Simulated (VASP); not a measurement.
Calculation: r2SCAN meta-GGA, VASP's PBE PAW potentials (set 64) (plane waves; VASP 6.6.1).

A VASP calculation is set up with these files.

KPOINTS:
```
Regular mesh
0
Gamma
18 18 18
```

**INCAR**
```
SYSTEM=Cu
PREC=Accurate; ENCUT=500; LREAL=F
LASPH=T
EDIFF=1E-6; NELM=100; ALGO=Normal
LMAXMIX=4; LMIXTAU=T
ISMEAR=1; SIGMA=0.1
METAGGA=R2SCAN
IBRION=2; NSW=40; ISIF=3
EDIFFG=-0.02; PSTRESS=200
LWAVE=F; LCHARG=F
```

File POSCAR:
```
Cu
1
   -0.0000000000     1.7334290639     1.7334290639
    1.7334290639    -0.0000000000     1.7334290639
    1.7334290639     1.7334290639     0.0000000000
Cu
1
Direct
  0.0000000000   1.0000000000   1.0000000000
```

POTCAR, in this order: Cu (PBE.64 set). Program: vasp_std.

What VASP printed:

### OSZICAR
```
       N       E                     dE             d eps       ncg     rms          rms(c)
DAV:   1     0.265903118664E+02    0.26590E+02   -0.57406E+03  3686   0.211E+03
DAV:   2    -0.127632334758E+02   -0.39354E+02   -0.37221E+02  3534   0.202E+02
DAV:   3    -0.132371275331E+02   -0.47389E+00   -0.47323E+00  4165   0.321E+01
DAV:   4    -0.132409115448E+02   -0.37840E-02   -0.37836E-02  4294   0.252E+00
DAV:   5    -0.132409569087E+02   -0.45364E-04   -0.45362E-04  4217   0.222E-01    0.787E+00
DAV:   6    -0.111991746149E+02    0.20418E+01   -0.25109E+01  3733   0.124E+02    0.505E+00
DAV:   7    -0.107812789467E+02    0.41790E+00   -0.53915E+00  3793   0.536E+01    0.800E-01
DAV:   8    -0.107645216657E+02    0.16757E-01   -0.29919E-02  3890   0.394E+00    0.683E-01
DAV:   9    -0.107637447675E+02    0.77690E-03   -0.92524E-02  4305   0.709E+00    0.966E-02
DAV:  10    -0.107640267361E+02   -0.28197E-03   -0.75219E-04  3811   0.484E-01    0.100E-01
DAV:  11    -0.107640152562E+02    0.11480E-04   -0.10766E-03  4591   0.622E-01    0.627E-03
DAV:  12    -0.107640450141E+02   -0.29758E-04   -0.38980E-05  3628   0.110E-01    0.148E-02
DAV:  13    -0.107640532497E+02   -0.82356E-05   -0.56511E-05  3883   0.146E-01    0.571E-03
DAV:  14    -0.107640541100E+02   -0.86027E-06   -0.75914E-07  2312   0.185E-02
   1 F= -.94636820E+01 E0= -.94637694E+01  d E =-.946368E+01
       N       E                     dE             d eps       ncg     rms          rms(c)
DAV:   1    -0.107738848217E+02   -0.98316E-02   -0.86219E-02  3693   0.782E+00    0.531E-01
DAV:   2    -0.107705836031E+02    0.33012E-02   -0.59216E-02  3716   0.560E+00    0.182E-01
DAV:   3    -0.107697227815E+02    0.86082E-03   -0.96885E-03  3795   0.224E+00    0.893E-02
DAV:   4    -0.107695831058E+02    0.13968E-03   -0.10672E-03  4209   0.528E-01    0.328E-02
DAV:   5    -0.107696231488E+02   -0.40043E-04   -0.21954E-04  3827   0.288E-01    0.139E-03
DAV:   6    -0.107696241308E+02   -0.98201E-06   -0.23731E-06  2952   0.296E-02
   2 F= -.94635347E+01 E0= -.94636152E+01  d E =0.147396E-03
       N       E                     dE             d eps       ncg     rms          rms(c)
DAV:   1    -0.107679604544E+02    0.16627E-02   -0.55120E-02  3699   0.620E+00    0.429E-01
DAV:   2    -0.107657644846E+02    0.21960E-02   -0.38902E-02  3716   0.455E+00    0.149E-01
DAV:   3    -0.107652437785E+02    0.52071E-03   -0.63944E-03  3768   0.182E+00    0.708E-02
DAV:   4    -0.107651599474E+02    0.83831E-04   -0.65682E-04  4221   0.409E-01    0.254E-02
DAV:   5    -0.107651915120E+02   -0.31565E-04   -0.14551E-04  3809   0.232E-01    0.154E-03
DAV:   6    -0.107651915610E+02   -0.49045E-07   -0.23799E-06  2652   0.309E-02
   3 F= -.94636787E+01 E0= -.94637647E+01  d E =0.335386E-05
```

File OUTCAR:
```
------------------------ aborting loop because EDIFF is reached ----------------------------------------
  FORCE on cell =-STRESS in cart. coord.  units (eV):
  Direction    XX          YY          ZZ          XY          YZ          ZX
  --------------------------------------------------------------------------------------
  Total        1.2889355      1.2889355      1.2889355      0.0000000     -0.0000000      0.0000000
  in kB      198.0672710    198.0672710    198.0672710      0.0000000     -0.0000000      0.0000000
  external PRESSURE =      -1.9327290 kB  Pullay stress =     200.0000000 kB
  volume of cell :       10.43
      direct lattice vectors                 reciprocal lattice vectors
     0.000000000  1.733935823  1.733935823    -0.288361307  0.288361307  0.288361307
     1.733935823 -0.000000000  1.733935823     0.288361307 -0.288361307  0.288361307
     1.733935823  1.733935823  0.000000000     0.288361307  0.288361307 -0.288361307
 POSITION                                       TOTAL-FORCE (eV/Angst)
 -----------------------------------------------------------------------------------
      0.00000      0.00000      0.00000         0.000000     -0.000000     -0.000000
 -----------------------------------------------------------------------------------
    total drift:                                0.000000     -0.000000      0.000000
  FREE ENERGIE OF THE ION-ELECTRON SYSTEM (eV)
  ---------------------------------------------------
  free  energy   TOTEN  =       -10.7651915610 eV

  energy  without entropy=      -10.7654497160  energy(sigma->0) =      -10.76527761
  enthalpy is  TOTEN    =        -9.4636786923 eV   P V=        1.3015128687

 reached required accuracy - stopping structural energy minimisation
```
(Selected blocks of OUTCAR.)

CONTCAR:
```
Cu
   1.00000000000000
     0.0000000000000000    1.7339358230541657    1.7339358230541657
     1.7339358230541657   -0.0000000000000000    1.7339358230541657
     1.7339358230541657    1.7339358230541657    0.0000000000000000
  Cu
     1
Direct
     0.0000000000000000    0.0000000000000000    0.0000000000000000
```

The compound is Cu in the fcc structure. This run relaxes it under an external pressure of 20 GPa. Symmetry was kept, so distortions that lower it aren't found.
